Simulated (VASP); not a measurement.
# MoS2 (R3m): band edges, masses and strain, part 2 of 10

Wanted: where the band edges of MoS2 lie, how heavy the carriers are and how strain moves the gap. The start is a cell from a database of measured crystal structures.

VASP 6.6.1, plane waves and PAW; the level of theory is named at each step.

So far: Set-up; Relaxation of the atoms.

## 3. Bands on a dense mesh

Level of this step: PBEsol; plane waves and PAW (Mo_sv, S) (VASP).

A dense even mesh and a path are solved together, since either alone can miss a band edge.

Input file INCAR:

```
SYSTEM = MoS2
PREC = Accurate
ENCUT = 400
EDIFF = 1E-06
NELM = 100
ISMEAR = 0
SIGMA = 0.02
LREAL = .FALSE.
ALGO = Normal
GGA = PS
NBANDS = 26
LASPH = .TRUE.
LORBIT = 11
LWAVE = .FALSE.
LCHARG = .FALSE.
KPAR = 4
ISIF = 2
```

Input file POSCAR:

```
MoS2
1.0
    1.5799999400      0.9122133910      6.1500000000
   -1.5799999400      0.9122133910      6.1500000000
    0.0000000000     -1.8244267820      6.1500000000
Mo S
1 2
Direct
    0.0000969778      0.0000969778      0.0000969778
    0.2493547625      0.2493547625      0.2493547625
    0.4175482597      0.4175482597      0.4175482597
```

Input file KPOINTS:

```
Automatic mesh
0
Gamma
14 14 14
0 0 0
```

Input file KPOINTS_OPT:

```
Line mode
24
Line-mode
Reciprocal
  0.00000000   0.00000000   0.00000000 GAMMA
  0.50000000   0.00000000   0.00000000 L

  0.50000000   0.00000000   0.00000000 L
  0.50000000   0.18133401  -0.18133401 B1

  0.81866599   0.50000000   0.18133401 B
  0.50000000   0.50000000   0.50000000 Z

  0.50000000   0.50000000   0.50000000 Z
  0.00000000   0.00000000   0.00000000 GAMMA

  0.00000000   0.00000000   0.00000000 GAMMA
  0.34066700   0.00000000  -0.34066700 X

  0.65933300   0.34066700   0.00000000 Q
  0.50000000   0.50000000   0.00000000 F

  0.50000000   0.50000000   0.00000000 F
  0.65933300   0.65933300   0.18133401 P1

  0.65933300   0.65933300   0.18133401 P1
  0.50000000   0.50000000   0.50000000 Z

  0.50000000   0.00000000   0.00000000 L
  0.81866599   0.34066700   0.34066700 P
```

Potentials, in the order of the species: Mo_sv and S (PBE family, release 64).

The run is started by

```console
$ mpirun -np 4 vasp_std
```

The program printed:

```text
[banner, memory and clock lines left out]
running    4 mpi-ranks, on    1 nodes
 distrk:  each k-point on    1 cores,    4 groups
 distr:  one band on    1 cores,    1 groups

 POSCAR found type information on POSCAR MoS
 POSCAR found :  2 types and       3 ions
 [... a notice as in an earlier step ...]

 LDA part: xc-table for (Slater+PW92), standard interpolation
 POSCAR, INCAR and KPOINTS ok, starting setup
 FFT: planning ... GRIDC
 FFT: planning ... GRID_SOFT
 FFT: planning ... GRID
 WAVECAR not read
 entering main loop
       N       E                     dE             d eps       ncg     rms          rms(c)
DAV:   1     0.145096562196E+03    0.14510E+03   -0.11237E+04 15296   0.776E+02
DAV:   2    -0.196205048809E+02   -0.16472E+03   -0.15882E+03 18170   0.235E+02
DAV:   3    -0.248617502234E+02   -0.52412E+01   -0.52013E+01 18434   0.394E+01
DAV:   4    -0.249054933438E+02   -0.43743E-01   -0.43725E-01 18072   0.397E+00
DAV:   5    -0.249060525493E+02   -0.55921E-03   -0.55917E-03 18536   0.440E-01    0.256E+01
DAV:   6    -0.238118084790E+02    0.10942E+01   -0.75477E+00 15632   0.148E+01    0.878E+00
DAV:   7    -0.235644049069E+02    0.24740E+00   -0.28890E+00 15210   0.836E+00    0.614E+00
DAV:   8    -0.234467149163E+02    0.11769E+00   -0.48410E-01 16412   0.352E+00    0.148E+00
DAV:   9    -0.234451333751E+02    0.15815E-02   -0.16206E-02 18500   0.666E-01    0.523E-01
DAV:  10    -0.234447323089E+02    0.40107E-03   -0.15068E-03 17066   0.254E-01    0.150E-01
DAV:  11    -0.234447752717E+02   -0.42963E-04   -0.25859E-04 17514   0.794E-02    0.670E-02
DAV:  12    -0.234447592435E+02    0.16028E-04   -0.44913E-05 16320   0.325E-02    0.302E-02
DAV:  13    -0.234447653027E+02   -0.60592E-05   -0.63908E-06 16148   0.124E-02    0.626E-03
DAV:  14    -0.234447653338E+02   -0.31083E-07   -0.54452E-07 13976   0.371E-03
   1 F= -.23444765E+02 E0= -.23444765E+02  d E =-.367254-101
 Start KPOINTS_OPT (optional k-point list driver)
k-point batch [1-216\216]
       N       E                     dE             ncg
DAV:   1    -0.140390658349E+05   -0.15612E+06    11736
DAV:   2    -0.488048169661E+05   -0.34766E+05    13768
DAV:   3    -0.498408306855E+05   -0.10360E+04    13536
DAV:   4    -0.498493304617E+05   -0.84998E+01    13606
DAV:   5    -0.498494391055E+05   -0.10864E+00    13656
DAV:   6    -0.498494410654E+05   -0.19599E-02    13732
DAV:   7    -0.498494411082E+05   -0.42780E-04    13602
DAV:   8    -0.498494411091E+05   -0.90931E-06     9962
```

The job ended after 2.3 min (4 MPI ranks of Intel Xeon 6975P-C (Granite Rapids), shared host; peak memory 2.2 GiB; 8.1 min of CPU time).

OUTCAR, selected parts (step 3):

```text
The static configuration has the point symmetry C_3v.

 Found    288 irreducible k-points:

   k-points           NKPTS =    288   k-points in BZ     NKDIM =    288   number of bands    NBANDS=     26

   NELECT =      26.0000    total number of electrons

 E-fermi :   7.8516

 k-point     1 :       0.0000    0.0000    0.0000
  band No.  band energies     occupation
    ...
      9       4.1635      2.00000
     10       5.2888      2.00000
     11       5.2888      2.00000
     12       6.3147      2.00000
     13       6.3408      2.00000
     14       9.6013      0.00000
     15       9.6013      0.00000
     16      10.0126      0.00000
     17      10.0126      0.00000
     18      13.0007      0.00000
    ...

 k-point     2 :       0.0714    0.0000    0.0000
  band No.  band energies     occupation
    ...
      9       4.2472      2.00000
     10       4.9807      2.00000
     11       5.1602      2.00000
     12       6.2824      2.00000
     13       6.5108      2.00000
     14       9.5343      0.00000
     15       9.7338      0.00000
     16       9.7366      0.00000
     17       9.9305      0.00000
     18      13.3820      0.00000
    ...

  Total       -0.5297122     -0.5297122      0.0329122      0.0000000      0.0000000      0.0000000
  in kB      -15.9577148    -15.9577148      0.9914879      0.0000000      0.0000000      0.0000000
  external PRESSURE =     -10.3079806 kB  Pullay stress =       0.0000000 kB

 POSITION                                       TOTAL-FORCE (eV/Angst)
 -----------------------------------------------------------------------------------
      0.00000      0.00000      0.00179         0.000000     -0.000000      0.000337
      0.00000      0.00000      4.60060         0.000000      0.000000     -0.000556
      0.00000      0.00000      7.70377         0.000000      0.000000      0.000220
 -----------------------------------------------------------------------------------
    total drift:                                0.000000      0.000000      0.000080

  FREE ENERGIE OF THE ION-ELECTRON SYSTEM (eV)
  ---------------------------------------------------
  free  energy   TOTEN  =       -23.4447653338 eV

  energy  without entropy=      -23.4447653338  energy(sigma->0) =      -23.44476533

 total charge
# of ion       s       p       d       tot
------------------------------------------
    1        2.298   6.228   3.982  12.508
    2        1.358   2.322   0.000   3.681
    3        1.359   2.322   0.000   3.680
--------------------------------------------------
tot          5.015  10.872   3.982  19.869

[... 5 parts as in an earlier step ...]

[... 7 further parts left out ...]
```

Numbers from this step:

| Quantity | Value |
| --- | --- |
| SCF cycles | 14 |
| bands | 26 |
| irreducible k-points | 288 |
| Fermi energy | 7.852 eV |
| pressure | -1.031 GPa |
| least gap on mesh and path | 0.8841 eV |
| least direct gap on mesh and path | 1.734 eV |
| conduction bottom at k | 0.1777, 0, -0.1777 |
| least direct gap at k | 0.5, 0.1656, -0.1656 |

The electronic bands at the labelled points (eV, zero at the valence-band top; v1 is the highest filled band, c1 the lowest empty one):

```tsv
point	v4	v3	v2	v1	c1	c2	c3	c4
Γ	-2.27	-2.27	-1.24	-1.21	2.05	2.05	2.46	2.46
0.48 of the way	-3.24	-2.57	-1.61	-1.48	1.21	1.82	2.53	3.00
L	-4.00	-2.36	-1.60	-1.49	1.62	2.02	3.46	3.48
0.48 of the way	-3.84	-3.06	-2.54	-1.10	1.42	2.27	2.66	3.97
B1	-4.38	-3.79	-2.82	-0.77	1.03	2.25	3.02	4.25
jump to B	-4.38	-3.79	-2.82	-0.77	1.03	2.25	3.02	4.25
0.48 of the way	-4.13	-2.78	-1.93	-1.56	1.46	1.84	2.18	3.61
Z	-3.41	-2.24	-2.24	0.00	2.15	2.15	2.32	2.32
0.52 of the way	-2.58	-2.25	-2.25	-0.31	2.08	2.08	2.40	2.40
Γ	-2.27	-2.27	-1.24	-1.21	2.05	2.05	2.46	2.46
0.48 of the way	-3.71	-2.69	-1.54	-1.49	0.91	1.79	2.25	3.60
X	-4.39	-3.71	-2.88	-0.75	1.00	2.26	3.00	4.26
jump to Q	-4.39	-3.71	-2.88	-0.75	1.00	2.26	3.00	4.26
0.48 of the way	-4.04	-3.30	-2.76	-1.01	1.50	2.45	2.96	3.63
F	-3.92	-2.94	-1.79	-1.32	1.58	2.16	2.98	3.92
0.48 of the way	-3.93	-2.91	-1.78	-1.32	1.58	2.17	2.99	3.89
P1	-3.94	-2.81	-1.75	-1.34	1.58	2.19	3.04	3.80
0.48 of the way	-3.24	-2.56	-2.40	-1.41	1.64	2.04	2.13	3.24
Z	-3.41	-2.24	-2.24	0.00	2.15	2.15	2.32	2.32
jump to L	-4.00	-2.36	-1.60	-1.49	1.62	2.02	3.46	3.48
0.48 of the way	-3.98	-2.51	-1.64	-1.43	1.61	2.09	3.32	3.58
P	-3.94	-2.81	-1.75	-1.34	1.58	2.19	3.04	3.80
```

Of the projections kept (Mo, S), the largest for each band there; the rest of the weight can lie on other orbitals:

```tsv
point	v4	v3	v2	v1	c1	c2	c3	c4
Γ	Mo 0.62	Mo 0.62	S 0.58	Mo 0.53	S 0.51	S 0.51	S 0.61	S 0.61
L	Mo 0.57	S 0.72	S 0.82	Mo 0.71	Mo 0.96	Mo 0.92	Mo 0.63	Mo 0.62
B1	S 0.64	S 0.78	S 0.67	Mo 0.84	Mo 0.92	Mo 0.79	Mo 0.78	Mo 0.71
B	S 0.64	S 0.78	S 0.67	Mo 0.84	Mo 0.92	Mo 0.79	Mo 0.78	Mo 0.71
Z	Mo 0.71	Mo 0.63	Mo 0.63	Mo 0.70	S 0.52	S 0.52	S 0.60	S 0.60
Γ	Mo 0.62	Mo 0.62	S 0.58	Mo 0.53	S 0.51	S 0.51	S 0.61	S 0.61
```

At this level the gap is 0.88 eV.

On this path the gap is indirect, 0.88 eV, with the valence top at Z and the conduction bottom between Γ and X. The least direct gap is 1.73 eV.

## 4. Effective masses

Masses follow from the curvature at each edge; two step lengths test the parabola and the numerical noise.

Input file INCAR:

```
SYSTEM = MoS2
PREC = Accurate
ENCUT = 400
EDIFF = 1E-08
NELM = 100
ISMEAR = 0
SIGMA = 0.02
LREAL = .FALSE.
ALGO = Normal
GGA = PS
NBANDS = 19
LASPH = .TRUE.
LORBIT = 11
LWAVE = .FALSE.
LCHARG = .FALSE.
KPAR = 4
```

POSCAR is that of step 3.

Input file KPOINTS:

```
Automatic mesh
0
Gamma
10 10 10
0 0 0
```

Input file KPOINTS_OPT:

```
points round the band edges
26
Reciprocal
  0.5000000000   0.5000000000   0.5000000000 1
  0.1777393000   0.0000000000  -0.1777393000 1
  0.4979882816   0.5020117184   0.5000000000 1
  0.5020117184   0.4979882816   0.5000000000 1
  0.4988385338   0.4988385338   0.5023229323 1
  0.5011614662   0.5011614662   0.4976770677 1
  0.4921695768   0.4921695768   0.4921695768 1
  0.5078304232   0.5078304232   0.5078304232 1
  0.4924560560   0.5075439440   0.5000000000 1
  0.5075439440   0.4924560560   0.5000000000 1
  0.4956445019   0.4956445019   0.5087109962 1
  0.5043554981   0.5043554981   0.4912890038 1
  0.4706359130   0.4706359130   0.4706359130 1
  0.5293640870   0.5293640870   0.5293640870 1
  0.1757275816   0.0020117184  -0.1777393000 1
  0.1797510184  -0.0020117184  -0.1777393000 1
  0.1765778338  -0.0011614662  -0.1754163677 1
  0.1789007662   0.0011614662  -0.1800622323 1
  0.1699088768  -0.0078304232  -0.1855697232 1
  0.1855697232   0.0078304232  -0.1699088768 1
  0.1701953560   0.0075439440  -0.1777393000 1
  0.1852832440  -0.0075439440  -0.1777393000 1
  0.1733838019  -0.0043554981  -0.1690283038 1
  0.1820947981   0.0043554981  -0.1864502962 1
  0.1483752130  -0.0293640870  -0.2071033870 1
  0.2071033870   0.0293640870  -0.1483752130 1
```

The run is started by

```console
$ mpirun -np 4 vasp_std
```

The program printed:

```text
[... set-up lines as in an earlier step ...]
 entering main loop
       N       E                     dE             d eps       ncg     rms          rms(c)
DAV:   1     0.150300616622E+03    0.15030E+03   -0.11866E+04  4536   0.107E+03
DAV:   2    -0.191802650292E+02   -0.16948E+03   -0.16524E+03  5569   0.292E+02
DAV:   3    -0.248448250153E+02   -0.56646E+01   -0.56228E+01  5360   0.507E+01
DAV:   4    -0.249052907635E+02   -0.60466E-01   -0.60437E-01  5560   0.558E+00
DAV:   5    -0.249060984377E+02   -0.80767E-03   -0.80762E-03  5371   0.606E-01    0.256E+01
DAV:   6    -0.238117237633E+02    0.10944E+01   -0.10207E+01  4696   0.202E+01    0.885E+00
DAV:   7    -0.235573662172E+02    0.25436E+00   -0.37764E+00  4552   0.115E+01    0.591E+00
DAV:   8    -0.234458469868E+02    0.11152E+00   -0.54574E-01  4947   0.470E+00    0.178E+00
DAV:   9    -0.234461586024E+02   -0.31162E-03   -0.24599E-02  5502   0.957E-01    0.635E-01
DAV:  10    -0.234448329167E+02    0.13257E-02   -0.10406E-02  4994   0.713E-01    0.142E-01
DAV:  11    -0.234448112294E+02    0.21687E-04   -0.52961E-04  5005   0.167E-01    0.407E-02
DAV:  12    -0.234447919907E+02    0.19239E-04   -0.81506E-05  5022   0.595E-02    0.241E-02
DAV:  13    -0.234448019014E+02   -0.99107E-05   -0.18034E-05  4872   0.245E-02    0.821E-03
DAV:  14    -0.234448019553E+02   -0.53954E-07   -0.12204E-06  5774   0.668E-03    0.338E-03
DAV:  15    -0.234448019840E+02   -0.28711E-07   -0.59417E-07  4963   0.430E-03    0.211E-03
DAV:  16    -0.234448019648E+02    0.19261E-07   -0.14212E-07  5363   0.256E-03    0.127E-03
DAV:  17    -0.234448019737E+02   -0.89644E-08   -0.78372E-09  3113   0.715E-04
   1 F= -.23444802E+02 E0= -.23444802E+02  d E =-.388719E-78
 Start KPOINTS_OPT (optional k-point list driver)
k-point batch [1-26\26]
       N       E                     dE             ncg
DAV:   1     0.182875316429E+04   -0.12075E+05     1044
DAV:   2    -0.251731907169E+04   -0.43461E+04     1305
DAV:   3    -0.265178867201E+04   -0.13447E+03     1163
DAV:   4    -0.265353770376E+04   -0.17490E+01     1237
DAV:   5    -0.265356593183E+04   -0.28228E-01     1174
DAV:   6    -0.265356660617E+04   -0.67434E-03     1293
DAV:   7    -0.265356662094E+04   -0.14770E-04     1179
DAV:   8    -0.265356662144E+04   -0.50090E-06     1269
DAV:   9    -0.265356662147E+04   -0.20628E-07      817
DAV:  10    -0.265356662146E+04    0.64438E-09      725
```

Run time: 46 s. Hardware: 4 MPI ranks; peak memory 1.3 GiB.

From OUTCAR (step 4):

```text
The static configuration has the point symmetry C_3v.

 Found    116 irreducible k-points:

   NELECT =      26.0000    total number of electrons

 E-fermi :   7.8144

 k-point     1 :       0.0000    0.0000    0.0000
  band No.  band energies     occupation
    ...
      9       4.1636      2.00000
     10       5.2889      2.00000
     11       5.2889      2.00000
     12       6.3149      2.00000
     13       6.3409      2.00000
     14       9.6014      0.00000
     15       9.6014      0.00000
     16      10.0127      0.00000
     17      10.0127      0.00000
     18      13.0009      0.00000
    ...

 k-point     2 :       0.1000    0.0000    0.0000
  band No.  band energies     occupation
    ...
      9       4.3258      2.00000
     10       4.7558      2.00000
     11       5.0484      2.00000
     12       6.2759      2.00000
     13       6.5553      2.00000
     14       9.4912      0.00000
     15       9.5485      0.00000
     16       9.8143      0.00000
     17       9.8918      0.00000
     18      13.7008      0.00000
    ...

  Total       -0.5287993     -0.5287993      0.0326585      0.0000000     -0.0000000      0.0000000
  in kB      -15.9302140    -15.9302140      0.9838467      0.0000000     -0.0000000      0.0000000
  external PRESSURE =     -10.2921938 kB  Pullay stress =       0.0000000 kB

 POSITION                                       TOTAL-FORCE (eV/Angst)
 -----------------------------------------------------------------------------------
      0.00000      0.00000      0.00179         0.000000      0.000000      0.000340
      0.00000      0.00000      4.60060         0.000000      0.000000     -0.000278
      0.00000      0.00000      7.70377         0.000000      0.000000     -0.000063
 -----------------------------------------------------------------------------------
    total drift:                               -0.000000      0.000000      0.000084

  FREE ENERGIE OF THE ION-ELECTRON SYSTEM (eV)
  ---------------------------------------------------
  free  energy   TOTEN  =       -23.4448019737 eV

  energy  without entropy=      -23.4448019737  energy(sigma->0) =      -23.44480197

[... 9 parts as in an earlier step ...]

[... 5 further parts left out ...]
```

Numbers from this step:

- SCF cycles: 17
- bands: 19
- irreducible k-points: 116
- Fermi energy: 7.814 eV
- pressure: -1.029 GPa

Central differences; holes have negative curvature. Effective masses along the Cartesian axes:

```tsv
edge	band from the gap	direction	step (Å⁻¹)	mass (electron masses)
VBM	-1	x	0.008	-0.6531
VBM	-1	y	0.008	-0.6532
VBM	-1	z	0.008	-0.9039
VBM	-1	x	0.03	-0.6863
VBM	-1	y	0.03	-0.6877
VBM	-1	z	0.03	-0.8961
CBM	1	x	0.008	0.7638
CBM	1	y	0.008	0.6733
CBM	1	z	0.008	0.5332
CBM	1	x	0.03	0.7663
CBM	1	y	0.03	0.6757
CBM	1	z	0.03	0.5359
```

The run ends at a pressure of -1.03 GPa, with forces up to 3.4e-4 eV/Å.

(Part 2 of 10 ends here.)

[Lines on the potential files, build, host, timing and source positions are cut from VASP's logs without a mark.]

[Logs are printed without paths, hosts, clocks, repeated set-up lines and the standing remarks that a program may print on its own settings, such as how far it seeks lower states.]

[Hosts, paths, dates, database ids (printed as entryN), source tags and the programs' standing remarks are cut or masked in the printed files.]

[In band tables of VASP the shares of atoms and orbitals are scaled to a sum of 1 inside the atoms' spheres.]

[Gaps and slopes under strain along one axis are those of the sampled path and mesh points; where strain splits equal valleys, another of them can be the edge.]
